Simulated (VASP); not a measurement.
A VASP calculation is set up with these files.

INCAR:
```
# general
SYSTEM  = BAs
PREC    = Accurate
ENCUT   = 620   # plane-wave cut-off (eV)
LREAL   = .FALSE.
LASPH   = .TRUE.   # aspherical one-centre terms

# electronic loop
EDIFF   = 1E-6
NELM    = 100   # most electronic steps
ALGO    = Normal   # blocked Davidson
LMAXMIX = 4

# smearing
ISMEAR  = 0
SIGMA   = 0.05   # width (eV)

# functional
GGA     = PS   # PBEsol

# ions
IBRION  = 2   # conjugate gradients
NSW     = 40   # most ionic steps
ISIF    = 3   # ions, shape and volume
EDIFFG  = -0.02
PSTRESS = 200   # kbar

# output
LWAVE   = .FALSE.
LCHARG  = .FALSE.
```

**KPOINTS**
```
Automatic
0
gamma
 8 8 4
0 0 0
```

File POSCAR:
```
BAs
1.0
  3.2359694857   0.0000000000   0.0000000000
 -1.6179847427   2.8024323331   0.0000000000
  0.0000000000   0.0000000000   5.3638344258
B As
2 2
direct
  0.3333330000   0.6666670000   0.0008829598
  0.6666670000   0.3333330000   0.5008829598
  0.3333330000   0.6666670000   0.3741170402
  0.6666670000   0.3333330000   0.8741170402
```

POTCAR, in this order: B As (PBE.64 set). Program: vasp_std.

Question: Write an equivalent input for Quantum ESPRESSO's pw.x.

Answer: One equivalent input (not run):
```
&CONTROL
  calculation = 'vc-relax'
  pseudo_dir = './pseudo'
  outdir = './out'
  tprnfor = .true.
  tstress = .true.
  nstep = 40
  forc_conv_thr = 0.00078
/
&SYSTEM
  ibrav = 0
  nat = 4
  ntyp = 2
  ecutwfc = 84
  occupations = 'smearing'
  smearing = 'gaussian'
  degauss = 0.003675
  input_dft = 'pbesol'
/
&ELECTRONS
  conv_thr = 7.3e-08
  electron_maxstep = 100
/
&IONS
/
&CELL
  press = 200
/
ATOMIC_SPECIES
  B 10.810 B.upf
  As 74.922 As.upf
CELL_PARAMETERS angstrom
     3.2359695    0.0000000    0.0000000
    -1.6179847    2.8024323    0.0000000
     0.0000000    0.0000000    5.3638344
ATOMIC_POSITIONS crystal
  B    0.3333330  0.6666670  0.0008830
  B    0.6666670  0.3333330  0.5008830
  As   0.3333330  0.6666670  0.3741170
  As   0.6666670  0.3333330  0.8741170
K_POINTS automatic
  8 8 4 0 0 0
```
The two are equivalent in intent, not identical: the potentials are each code's own (VASP's PAW set, PseudoDojo norm-conserving files in pw.x), so ENCUT and ecutwfc are chosen apart and not converted; conv_thr bounds pw.x's estimated SCF error, while EDIFF bounds the energy change between steps; forc_conv_thr acts on force components and is met together with etot_conv_thr.

The structure was generated: BAs was put into the wurtzite type (P6_3mc), which need not be its known phase. It was relaxed first under an external pressure of 20 GPa.
